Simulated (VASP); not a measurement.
# KCoN: a series over U, part 3 of 4

Wanted: how far the results for KCoN hang on the Hubbard correction. The start is a computed cell from the Materials Project.

VASP 6.6.1, plane waves and PAW; the level of theory is named at each step.

So far, largest spin moment in the PAW sphere (μB): step 2 (series over U, start order fm, U 0) 0.336; step 3 (series over U, start order AFM, U 0) 0.336.

**6. Series over U, start order fm, U 5**

This step: PBEsol, DFT+U (Co d 5 eV), spin-polarised from a ferromagnetic start; plane waves and PAW (Co, K_sv, N) (VASP 6.6.1).

INCAR reads:

```
SYSTEM = KCoN
PREC = Normal
ENCUT = 480
EDIFF = 1E-06
NELM = 150
ISMEAR = 0
SIGMA = 0.05
LREAL = .FALSE.
ALGO = Normal
GGA = PS
NBANDS = 62
ISPIN = 2
MAGMOM = 2 2 2 2 0 0 0 0 0 0 0 0
LDAU = .TRUE.
LDAUTYPE = 2
LDAUL = 2 -1 -1
LDAUU = 5 0 0
LDAUJ = 0 0 0
LDAUPRINT = 1
LASPH = .TRUE.
LMAXMIX = 4
LORBIT = 11
LWAVE = .FALSE.
LCHARG = .FALSE.
KPAR = 2
AMIX = 0.2
BMIX = 1E-04
AMIX_MAG = 0.8
BMIX_MAG = 1E-04
NEDOS = 1200
```

POSCAR reads:

```
KCoN
1.0
   10.2914570000      0.0000000000      0.0000000000
    0.0000000000      3.4799790000      0.0000000000
    0.0000000000      0.0000000000      6.3045690000
Co K N
4 4 4
Direct
    0.9564880000      0.7500000000      0.1003620000
    0.4564880000      0.7500000000      0.3996380000
    0.0435120000      0.2500000000      0.8996380000
    0.5435120000      0.2500000000      0.6003620000
    0.8355130000      0.7500000000      0.5775570000
    0.3355130000      0.7500000000      0.9224430000
    0.1644870000      0.2500000000      0.4224430000
    0.6644870000      0.2500000000      0.0775570000
    0.5641710000      0.7500000000      0.6525570000
    0.0641710000      0.7500000000      0.8474430000
    0.4358290000      0.2500000000      0.3474430000
    0.9358290000      0.2500000000      0.1525570000
```

KPOINTS reads:

```
Automatic mesh
0
Gamma
2 5 3
0 0 0
```

The projector-augmented-wave data sets are Co, K_sv and N (PBE family, release 64).

On the command line:

```sh
$ mpirun -np 2 vasp_std
```

What it wrote:

```text
[... set-up lines as in an earlier step ...]
 entering main loop
       N       E                     dE             d eps       ncg     rms          rms(c)
DAV:   1     0.928826817661E+03    0.92883E+03   -0.38248E+04  2976   0.142E+03
DAV:   2     0.809588279171E+02   -0.84787E+03   -0.79862E+03  3012   0.398E+02
DAV:   3    -0.546647434652E+02   -0.13562E+03   -0.12981E+03  3722   0.168E+02
DAV:   4    -0.665202284074E+02   -0.11855E+02   -0.11735E+02  4056   0.419E+01
[...]
DAV:   8    -0.545691131404E+02   -0.33320E+00   -0.15063E+00  4488   0.663E+00    0.138E+01
DAV:   9    -0.546695451902E+02   -0.10043E+00   -0.12995E+00  3970   0.116E+01    0.386E+00
DAV:  10    -0.549159359170E+02   -0.24639E+00   -0.41494E-01  3936   0.597E+00    0.149E+00
[... 130 further cycles ...]
DAV: 141    -0.550584965203E+02   -0.20734E-02   -0.12137E-03  4556   0.300E-01    0.969E-01
DAV: 142    -0.550595869900E+02   -0.10905E-02   -0.66707E-04  4314   0.157E-01    0.930E-01
DAV: 143    -0.550605727134E+02   -0.98572E-03   -0.39669E-04  4482   0.141E-01    0.914E-01
DAV: 144    -0.550614285874E+02   -0.85587E-03   -0.29340E-04  4392   0.121E-01    0.854E-01
[...]
DAV: 148    -0.550657938670E+02   -0.91029E-03   -0.44838E-04  4540   0.163E-01    0.730E-01
DAV: 149    -0.550671704819E+02   -0.13766E-02   -0.12059E-03  4656   0.261E-01    0.679E-01
DAV: 150    -0.550673202117E+02   -0.14973E-03   -0.26124E-04  3596   0.777E-02
 -----------------------------------------------------------------------------
|                                                                             |
|           W    W    AA    RRRRR   N    N  II  N    N   GGGG   !!!           |
|           W    W   A  A   R    R  NN   N  II  NN   N  G    G  !!!           |
|           W    W  A    A  R    R  N N  N  II  N N  N  G       !!!           |
|           W WW W  AAAAAA  RRRRR   N  N N  II  N  N N  G  GGG   !            |
|           WW  WW  A    A  R   R   N   NN  II  N   NN  G    G                |
|           W    W  A    A  R    R  N    N  II  N    N   GGGG   !!!           |
|                                                                             |
|     The electronic self-consistency was not achieved in the given           |
|     number of steps (NELM). The forces and other quantities evaluated       |
|     might not be reliable so examine the results carefully. If you find     |
|     spurious results, we suggest increasing NELM, if you were close to      |
|     convergence or switching to a different ALGO or adjusting the           |
|     density mixing parameters otherwise.                                    |
|                                                                             |
 -----------------------------------------------------------------------------

   1 F= -.55067320E+02 E0= -.55062252E+02  d E =-.101365E-01  mag=     7.2254
```

It took 9 min on 2 MPI ranks of Intel Xeon 6975P-C (Granite Rapids), shared host; peak memory 0.74 GiB.

From OUTCAR (step 6):

```text
atom =   1  type =  1  l = 2

 onsite density matrix

spin component  1

  0.9720  0.0225 -0.0000 -0.0000 -0.0000
  0.0225  0.9551 -0.0000  0.0000  0.0000
 -0.0000 -0.0000  0.9193  0.0364 -0.0607
 -0.0000  0.0000  0.0364  0.9025  0.0299
 -0.0000  0.0000 -0.0607  0.0299  0.8638

spin component  2

  0.2389 -0.2058 -0.0000 -0.0000  0.0000
 -0.2058  0.4382  0.0000  0.0000  0.0000
 -0.0000  0.0000  0.5262  0.0608  0.0087
 -0.0000  0.0000  0.0608  0.8742  0.0165
  0.0000  0.0000  0.0087  0.0165  0.8328

 occupancies and eigenvectors

  o =  0.1099  v =  0.0000  0.0000  0.0000  0.0000  0.0000  0.8473  0.5311 -0.0000  0.0000 -0.0000      0.0000  0.0000  0.0000  0.0000  0.0000  0.0000  0.0000  0.0000  0.0000  0.0000
  o =  0.5158  v =  0.0000  0.0000  0.0000  0.0000  0.0000 -0.0000  0.0000 -0.9859  0.1664  0.0183      0.0000  0.0000  0.0000  0.0000  0.0000  0.0000  0.0000  0.0000  0.0000  0.0000
  o =  0.5672  v =  0.0000  0.0000  0.0000  0.0000  0.0000  0.5311 -0.8473 -0.0000  0.0000  0.0000      0.0000  0.0000  0.0000  0.0000  0.0000  0.0000  0.0000  0.0000  0.0000  0.0000
  o =  0.8041  v = -0.0000  0.0000 -0.5234  0.4190 -0.7420  0.0000  0.0000  0.0000  0.0000  0.0000      0.0000  0.0000  0.0000  0.0000  0.0000  0.0000  0.0000  0.0000  0.0000  0.0000
  o =  0.8274  v =  0.0000  0.0000  0.0000  0.0000  0.0000  0.0000 -0.0000  0.0321  0.2957 -0.9547      0.0000  0.0000  0.0000  0.0000  0.0000  0.0000  0.0000  0.0000  0.0000  0.0000
  o =  0.8901  v =  0.0000  0.0000  0.0000  0.0000  0.0000 -0.0000  0.0000  0.1643  0.9407  0.2969      0.0000  0.0000  0.0000  0.0000  0.0000  0.0000  0.0000  0.0000  0.0000  0.0000
  o =  0.9186  v = -0.0000  0.0000  0.0417 -0.8571 -0.5134  0.0000  0.0000  0.0000  0.0000  0.0000      0.0000  0.0000  0.0000  0.0000  0.0000  0.0000  0.0000  0.0000  0.0000  0.0000
  o =  0.9395  v = -0.5693  0.8222  0.0000  0.0000  0.0000  0.0000  0.0000  0.0000  0.0000  0.0000      0.0000  0.0000  0.0000  0.0000  0.0000  0.0000  0.0000  0.0000  0.0000  0.0000
  o =  0.9629  v = -0.0000  0.0000 -0.8511 -0.2996  0.4311  0.0000  0.0000  0.0000  0.0000  0.0000      0.0000  0.0000  0.0000  0.0000  0.0000  0.0000  0.0000  0.0000  0.0000  0.0000
  o =  0.9876  v = -0.8222 -0.5693  0.0000  0.0000 -0.0000  0.0000  0.0000  0.0000  0.0000  0.0000      0.0000  0.0000  0.0000  0.0000  0.0000  0.0000  0.0000  0.0000  0.0000  0.0000

atom =   2  type =  1  l = 2

 onsite density matrix

spin component  1

  0.9720 -0.0225  0.0000  0.0000 -0.0000
 -0.0225  0.9551  0.0000 -0.0000 -0.0000
  0.0000  0.0000  0.9193 -0.0364 -0.0607
  0.0000 -0.0000 -0.0364  0.9025 -0.0299
 -0.0000 -0.0000 -0.0607 -0.0299  0.8638

spin component  2

  0.2389  0.2058 -0.0000  0.0000  0.0000
  0.2058  0.4382  0.0000 -0.0000 -0.0000
 -0.0000  0.0000  0.5262 -0.0608  0.0087
  0.0000 -0.0000 -0.0608  0.8742 -0.0165
  0.0000 -0.0000  0.0087 -0.0165  0.8328

[...]
band No.  band energies     occupation
    ...
     44       0.1511      1.00000
     45       0.3153      1.00000
     46       0.3706      1.00000
     47       1.9122      1.00000
     48       2.1872      1.00000
     49       3.7088      0.00000
     50       3.7158      0.00000
     51       3.7831      0.00000
     52       4.4089      0.00000
     53       4.8323      0.00000
    ...

 k-point     2 :       0.5000    0.0000    0.0000
  band No.  band energies     occupation
    ...
     44       0.1418      1.00000
     45       0.3506      1.00000
     46       0.3506      1.00000
     47       2.0516      1.00000
     48       2.0516      1.00000
     49       3.7121      0.00000
     50       3.7121      0.00000
     51       4.0995      0.00000
     52       4.0995      0.00000
     53       4.9516      0.00000
    ...

  Total       -5.8849652      4.2695355     -4.9385671      0.0000000      0.0000000      0.0000000
  in kB      -41.7585678     30.2957931    -35.0431106      0.0000000      0.0000000      0.0000000
  external PRESSURE =     -15.5019618 kB  Pullay stress =       0.0000000 kB

 POSITION                                       TOTAL-FORCE (eV/Angst)
 -----------------------------------------------------------------------------------
      9.84366      2.60998      0.63274        -0.154621      0.000000     -0.175031
      4.69793      2.60998      2.51955        -0.154621      0.000000      0.175031
      0.44780      0.86999      5.67183         0.154621      0.000000      0.175031
      5.59353      0.86999      3.78502         0.154621      0.000000     -0.175031
      8.59865      2.60998      3.64125         0.004531     -0.000000     -0.040005
      3.45292      2.60998      5.81561         0.004531      0.000000      0.040005
      1.69281      0.86999      2.66332        -0.004531     -0.000000      0.040005
      6.83854      0.86999      0.48896        -0.004531     -0.000000     -0.040005
      5.80614      2.60998      4.11409         0.032680     -0.000000      0.278431
      0.66041      2.60998      5.34276         0.032680     -0.000000     -0.278431
      4.48532      0.86999      2.19048        -0.032680      0.000000     -0.278431
      9.63104      0.86999      0.96181        -0.032680      0.000000      0.278431
 -----------------------------------------------------------------------------------
    total drift:                                0.000000     -0.000000      0.000000

  FREE ENERGIE OF THE ION-ELECTRON SYSTEM (eV)
  ---------------------------------------------------
  free  energy   TOTEN  =       -55.0673202117 eV

  energy  without entropy=      -55.0571837099  energy(sigma->0) =      -55.06225196

 magnetization (x)
# of ion       s       p       d       tot
------------------------------------------
    1        0.014  -0.002   1.700   1.712
    2        0.014  -0.002   1.700   1.712
    3        0.014  -0.002   1.700   1.712
    4        0.014  -0.002   1.700   1.712
    5       -0.000  -0.000  -0.001  -0.001
    6       -0.000  -0.000  -0.001  -0.001
    7       -0.000  -0.000  -0.001  -0.001
    8       -0.000  -0.000  -0.001  -0.001
    9        0.007   0.078   0.000   0.084
   10        0.007   0.078   0.000   0.084
   11        0.007   0.078   0.000   0.084
   12        0.007   0.078   0.000   0.084
--------------------------------------------------
tot          0.081   0.303   6.797   7.181

[... 9 parts as in an earlier step ...]

[... 15 further parts left out ...]
[key lines of the parts left out:]
E-fermi :   3.5353
```

The electronic loop did not meet EDIFF within NELM cycles, so this run is left out of the comparison.

**7. Series over U, start order AFM, U 5**

This step: PBEsol, DFT+U (Co d 5 eV), spin-polarised from an antiferromagnetic start; plane waves and PAW (Co, K_sv, N) (VASP 6.6.1).

Edit INCAR of step 6 so:

```diff
@@ -12,3 +12,3 @@
 ISPIN = 2
-MAGMOM = 2 2 2 2 0 0 0 0 0 0 0 0
+MAGMOM = 2 -2 2 -2 0 0 0 0 0 0 0 0
 LDAU = .TRUE.
```

POSCAR is that of step 6.

KPOINTS is that of step 6.

On the command line:

```sh
$ mpirun -np 2 vasp_std
```

What it wrote:

```text
[... set-up lines as in an earlier step ...]
 entering main loop
       N       E                     dE             d eps       ncg     rms          rms(c)
DAV:   1     0.929319004664E+03    0.92932E+03   -0.38404E+04  2976   0.143E+03
DAV:   2     0.818230245006E+02   -0.84750E+03   -0.79768E+03  3036   0.398E+02
DAV:   3    -0.545343692003E+02   -0.13636E+03   -0.13157E+03  3842   0.169E+02
DAV:   4    -0.664416406535E+02   -0.11907E+02   -0.11780E+02  3976   0.433E+01
[...]
DAV:  38    -0.550087795714E+02   -0.29339E-05   -0.12778E-05  3308   0.193E-02    0.639E-03
DAV:  39    -0.550087808164E+02   -0.12450E-05   -0.13874E-05  2720   0.172E-02    0.648E-03
DAV:  40    -0.550087801071E+02    0.70925E-06   -0.47387E-06  2776   0.146E-02
   1 F= -.55008780E+02 E0= -.55003419E+02  d E =-.107229E-01  mag=    -0.0000
```

Run time: 2.5 min. Hardware: 2 MPI ranks; peak memory 0.75 GiB; 4.9 min of CPU time.

From OUTCAR (step 7):

```text
  Total       -2.2628690      5.7563046     -2.1545683      0.0000000      0.0000000      0.0000000
  in kB      -16.0568776     40.8456169    -15.2883970      0.0000000      0.0000000      0.0000000
  external PRESSURE =       3.1667808 kB  Pullay stress =       0.0000000 kB

 POSITION                                       TOTAL-FORCE (eV/Angst)
 -----------------------------------------------------------------------------------
      9.84366      2.60998      0.63274        -0.006223     -0.000000     -0.110947
      4.69793      2.60998      2.51955        -0.006223     -0.000000      0.110947
      0.44780      0.86999      5.67183         0.006223     -0.000000      0.110947
      5.59353      0.86999      3.78502         0.006223      0.000000     -0.110947
      8.59865      2.60998      3.64125         0.052321     -0.000000     -0.056788
      3.45292      2.60998      5.81561         0.052321      0.000000      0.056788
      1.69281      0.86999      2.66332        -0.052321     -0.000000      0.056788
      6.83854      0.86999      0.48896        -0.052321      0.000000     -0.056788
      5.80614      2.60998      4.11409         0.072049     -0.000000      0.182711
      0.66041      2.60998      5.34276         0.072049     -0.000000     -0.182711
      4.48532      0.86999      2.19048        -0.072049     -0.000000     -0.182711
      9.63104      0.86999      0.96181        -0.072049     -0.000000      0.182711
 -----------------------------------------------------------------------------------
    total drift:                                0.000000     -0.000000      0.000000

  FREE ENERGIE OF THE ION-ELECTRON SYSTEM (eV)
  ---------------------------------------------------
  free  energy   TOTEN  =       -55.0087801071 eV

  energy  without entropy=      -54.9980571586  energy(sigma->0) =      -55.00341863

 magnetization (x)
# of ion       s       p       d       tot
------------------------------------------
    1        0.012  -0.007   1.685   1.690
    2       -0.012   0.007  -1.685  -1.690
    3        0.012  -0.007   1.685   1.690
    4       -0.012   0.007  -1.685  -1.690
    5       -0.001  -0.001  -0.001  -0.002
    6        0.001   0.001   0.001   0.002
    7       -0.001  -0.001  -0.001  -0.002
    8        0.001   0.001   0.001   0.002
    9       -0.007  -0.104   0.000  -0.111
   10        0.007   0.104   0.000   0.111
   11       -0.007  -0.104   0.000  -0.111
   12        0.007   0.104   0.000   0.111
--------------------------------------------------
tot          0.000   0.000   0.000   0.000

[... 2 parts as in an earlier step ...]

[... 1 further part left out ...]
[key lines of the parts left out:]
E-fermi :   3.2148
```

Spin moment in the PAW sphere by atom:

| atom | spin moment in the PAW sphere (μB) |
| --- | --- |
| Co1 | 1.69 |
| Co2 | -1.69 |
| Co3 | 1.69 |
| Co4 | -1.69 |
| K5 | 0.00 |
| K6 | 0.00 |
| K7 | 0.00 |
| K8 | 0.00 |
| N9 | -0.11 |
| N10 | 0.11 |
| N11 | -0.11 |
| N12 | 0.11 |

Energy at zero smearing: -55.00342 eV.

The run ends at a pressure of 0.32 GPa, with forces up to 0.20 eV/Å.

**8. Series over U, start order fm, U 6**

This step: PBEsol, DFT+U (Co d 6 eV), spin-polarised from a ferromagnetic start; plane waves and PAW (Co, K_sv, N) (VASP 6.6.1).

Edit INCAR of step 7 so:

```diff
@@ -12,3 +12,3 @@
 ISPIN = 2
-MAGMOM = 2 -2 2 -2 0 0 0 0 0 0 0 0
+MAGMOM = 2 2 2 2 0 0 0 0 0 0 0 0
 LDAU = .TRUE.
@@ -16,3 +16,3 @@
 LDAUL = 2 -1 -1
-LDAUU = 5 0 0
+LDAUU = 6 0 0
 LDAUJ = 0 0 0
```

POSCAR is that of step 7.

KPOINTS is that of step 7.

On the command line:

```sh
$ mpirun -np 2 vasp_std
```

What it wrote:

```text
[... set-up lines as in an earlier step ...]
 entering main loop
       N       E                     dE             d eps       ncg     rms          rms(c)
DAV:   1     0.929850714881E+03    0.92985E+03   -0.38336E+04  2976   0.142E+03
DAV:   2     0.839824799667E+02   -0.84587E+03   -0.79661E+03  3018   0.398E+02
DAV:   3    -0.514887902734E+02   -0.13547E+03   -0.12963E+03  3708   0.168E+02
DAV:   4    -0.632359578677E+02   -0.11747E+02   -0.11640E+02  4048   0.419E+01
[...]
DAV:  35    -0.526707398462E+02   -0.17875E-04   -0.88808E-05  3888   0.480E-02    0.337E-02
DAV:  36    -0.526707439149E+02   -0.40687E-05   -0.23521E-05  3400   0.398E-02    0.293E-02
DAV:  37    -0.526707445472E+02   -0.63236E-06   -0.72265E-06  2618   0.151E-02
   1 F= -.52670745E+02 E0= -.52665410E+02  d E =-.106687E-01  mag=     7.2001
```

Elapsed: 2.2 min, on 2 MPI ranks; peak memory 0.74 GiB.

From OUTCAR (step 8):

```text
  Total       -2.5666229      5.0607337     -2.6541283      0.0000000     -0.0000000      0.0000000
  in kB      -18.2122564     35.9099813    -18.8331776      0.0000000     -0.0000000      0.0000000
  external PRESSURE =      -0.3784842 kB  Pullay stress =       0.0000000 kB

 POSITION                                       TOTAL-FORCE (eV/Angst)
 -----------------------------------------------------------------------------------
      9.84366      2.60998      0.63274         0.046351     -0.000000     -0.172699
      4.69793      2.60998      2.51955         0.046351      0.000000      0.172699
      0.44780      0.86999      5.67183        -0.046351     -0.000000      0.172699
      5.59353      0.86999      3.78502        -0.046351     -0.000000     -0.172699
      8.59865      2.60998      3.64125         0.057136     -0.000000     -0.062766
      3.45292      2.60998      5.81561         0.057136      0.000000      0.062766
      1.69281      0.86999      2.66332        -0.057136     -0.000000      0.062766
      6.83854      0.86999      0.48896        -0.057136      0.000000     -0.062766
      5.80614      2.60998      4.11409         0.044737     -0.000000      0.135682
      0.66041      2.60998      5.34276         0.044737      0.000000     -0.135682
      4.48532      0.86999      2.19048        -0.044737     -0.000000     -0.135682
      9.63104      0.86999      0.96181        -0.044737     -0.000000      0.135682
 -----------------------------------------------------------------------------------
    total drift:                                0.000000     -0.000000      0.000000

  FREE ENERGIE OF THE ION-ELECTRON SYSTEM (eV)
  ---------------------------------------------------
  free  energy   TOTEN  =       -52.6707445472 eV

  energy  without entropy=      -52.6600758864  energy(sigma->0) =      -52.66541022

 magnetization (x)
# of ion       s       p       d       tot
------------------------------------------
    1        0.012  -0.009   1.722   1.725
    2        0.012  -0.009   1.722   1.725
    3        0.012  -0.009   1.722   1.725
    4        0.012  -0.009   1.722   1.725
    5       -0.001  -0.001  -0.001  -0.003
    6       -0.001  -0.001  -0.001  -0.003
    7       -0.001  -0.001  -0.001  -0.003
    8       -0.001  -0.001  -0.001  -0.003
    9        0.007   0.088   0.000   0.094
   10        0.007   0.088   0.000   0.094
   11        0.007   0.088   0.000   0.094
   12        0.007   0.088   0.000   0.094
--------------------------------------------------
tot          0.072   0.309   6.883   7.264

[... 2 parts as in an earlier step ...]

[... 1 further part left out ...]
[key lines of the parts left out:]
E-fermi :   3.2628
```

The density of states holds every band computed, so its fall toward the upper end of the range is no gap.

Energy at zero smearing: -52.66541 eV.

[end of part 3 of 4]

[Lines on the potential files, build, host, timing and source positions are cut from VASP's logs without a mark.]

[Logs are printed without paths, hosts, clocks, repeated set-up lines and the standing remarks that a program may print on its own settings, such as how far it seeks lower states.]

[Hosts, paths, dates, database ids (printed as entryN), source tags and the programs' standing remarks are cut or masked in the printed files.]

[In band tables of VASP the shares of atoms and orbitals are scaled to a sum of 1 inside the atoms' spheres.]

[Runs that stopped without an error message from VASP are left out.]
